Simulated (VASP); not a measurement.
Output of a VASP run:

OSZICAR:
```
       N       E                     dE             d eps       ncg     rms          rms(c)
DAV:   1     0.462716445162E+03    0.46272E+03   -0.21320E+04   960   0.180E+03
DAV:   2     0.735219935622E+01   -0.45536E+03   -0.44787E+03  1192   0.491E+02
DAV:   3    -0.396491031791E+02   -0.47001E+02   -0.46922E+02  1416   0.146E+02
DAV:   4    -0.417195873391E+02   -0.20705E+01   -0.20695E+01  1320   0.282E+01
DAV:   5    -0.417944991521E+02   -0.74912E-01   -0.74906E-01  1360   0.391E+00    0.234E+01
DAV:   6    -0.313476532130E+02    0.10447E+02   -0.71078E+01  1432   0.763E+01    0.101E+01
DAV:   7    -0.313318064491E+02    0.15847E-01   -0.10927E+01  1216   0.241E+01    0.645E+00
DAV:   8    -0.311829948224E+02    0.14881E+00   -0.13415E+00  1264   0.113E+01    0.242E+00
DAV:   9    -0.311914992759E+02   -0.85045E-02   -0.20200E-01  1128   0.338E+00    0.101E+00
DAV:  10    -0.311861134560E+02    0.53858E-02   -0.79983E-02  1320   0.244E+00    0.579E-01
DAV:  11    -0.311825513530E+02    0.35621E-02   -0.28887E-02  1376   0.128E+00    0.119E-01
DAV:  12    -0.311824128519E+02    0.13850E-03   -0.44434E-03  1136   0.629E-01    0.110E-01
DAV:  13    -0.311823277482E+02    0.85104E-04   -0.30234E-04  1208   0.141E-01    0.282E-02
DAV:  14    -0.311823243016E+02    0.34467E-05   -0.51434E-05  1240   0.442E-02    0.212E-02
DAV:  15    -0.311823241007E+02    0.20090E-06   -0.42194E-06  1152   0.174E-02    0.169E-02
DAV:  16    -0.311823202093E+02    0.38914E-05   -0.15310E-05  1344   0.283E-02    0.271E-03
DAV:  17    -0.311823202217E+02   -0.12416E-07   -0.42871E-07  1016   0.503E-03
   1 F= -.31182320E+02 E0= -.31182320E+02  d E =0.000000E+00
```

### OUTCAR
```
------------------------ aborting loop because EDIFF is reached ----------------------------------------
  FORCE on cell =-STRESS in cart. coord.  units (eV):
  Direction    XX          YY          ZZ          XY          YZ          ZX
  --------------------------------------------------------------------------------------
  Total        0.0075163      0.0075163      0.0075163     -0.0000000     -0.0000000      0.0000000
  in kB        0.1890525      0.1890525      0.1890525     -0.0000000     -0.0000000      0.0000000
  external PRESSURE =       0.1890525 kB  Pullay stress =       0.0000000 kB
  volume of cell :       63.70
      direct lattice vectors                 reciprocal lattice vectors
     3.993710398  0.000000000  0.000000000     0.250393719  0.000000000  0.000000000
     0.000000000  3.993710398  0.000000000     0.000000000  0.250393719  0.000000000
     0.000000000  0.000000000  3.993710398     0.000000000  0.000000000  0.250393719
 POSITION                                       TOTAL-FORCE (eV/Angst)
 -----------------------------------------------------------------------------------
      0.00000      0.00000      0.00000         0.000000      0.000000      0.000000
      1.99686      1.99686      1.99686         0.000000      0.000000      0.000000
      1.99686      0.00000      1.99686         0.000000      0.000000      0.000000
      0.00000      1.99686      1.99686         0.000000      0.000000      0.000000
      1.99686      1.99686      0.00000         0.000000      0.000000      0.000000
 -----------------------------------------------------------------------------------
    total drift:                                0.000000      0.000000     -0.000000
  FREE ENERGIE OF THE ION-ELECTRON SYSTEM (eV)
  ---------------------------------------------------
  free  energy   TOTEN  =       -31.1823202217 eV

  energy  without entropy=      -31.1823202217  energy(sigma->0) =      -31.18232022

 total charge

# of ion       s       p       d       tot
------------------------------------------
    1        2.009   5.646   0.336   7.990
    2        2.210   6.276   1.710  10.196
    3        1.558   3.461   0.000   5.019
    4        1.558   3.461   0.000   5.019
    5        1.558   3.461   0.000   5.019
--------------------------------------------------
tot          8.893  22.304   2.047  33.244

 Electric field gradients after diagonalization (V/A^2)
 (convention: |V_zz| > |V_xx| > |V_yy|)
----------------------------------------------------------------------
 ion       V_xx      V_yy      V_zz     asymmetry (V_yy - V_xx)/ V_zz
----------------------------------------------------------------------
   1      -0.000    -0.000     0.000       0.598
   2      -0.000     0.000    -0.000      -0.578
   3     -11.293   -11.293    22.586       0.000
   4     -11.293   -11.293    22.586       0.000
   5     -11.293   -11.293    22.586       0.000
```
(Selected blocks of OUTCAR.)

POSCAR:
```
BaTiO3
1
    3.9937103978     0.0000000000    -0.0000000000
    0.0000000000     3.9937103978    -0.0000000000
    0.0000000000     0.0000000000     3.9937103978
Ba Ti O
1 1 3
Direct
  0.0000000000   0.0000000000   0.0000000000
  0.5000000000   0.5000000000   0.5000000000
  0.5000000000   0.0000000000   0.5000000000
  0.0000000000   0.5000000000   0.5000000000
  0.5000000000   0.5000000000   0.0000000000
```

**Question.** Reconstruct the remaining input files.

**Answer.** One answer among several that fit: the input of the run itself, vdW-DF-cx, plane waves, VASP's PBE PAW potentials (set 64).

**INCAR**
```
! general
SYSTEM    =  BaTiO3
PREC      =  Accurate
ENCUT     =  520
LREAL     =  .False.   ! projection in real space or not
LASPH     =  .True.

! electronic loop
EDIFF     =  1E-7   ! SCF stop (eV)
NELM      =  100
ALGO      =  Normal
LMAXMIX   =  4

! smearing
ISMEAR    =  -5   ! tetrahedra, Bloechl

! functional
GGA       =  CX
LUSE_VDW  =  .True.
AGGAC     =  0.0

! ions
ISIF      =  2   ! forces and stress, cell fixed

! output
LWAVE     =  .False.
LCHARG    =  .True.
LORBIT    =  11
NEDOS     =  601

! other
LEFG      =  .True.
```

**KPOINTS**
```
Automatic mesh
0
Gamma
6 6 6
0 0 0
```

POTCAR, in this order: Ba_sv Ti_sv O (PBE.64 set). Program: vasp_std.

The compound is BaTiO3 in the cubic perovskite structure, the ideal cubic form; the compound distorts at low or room temperature. It was relaxed first.
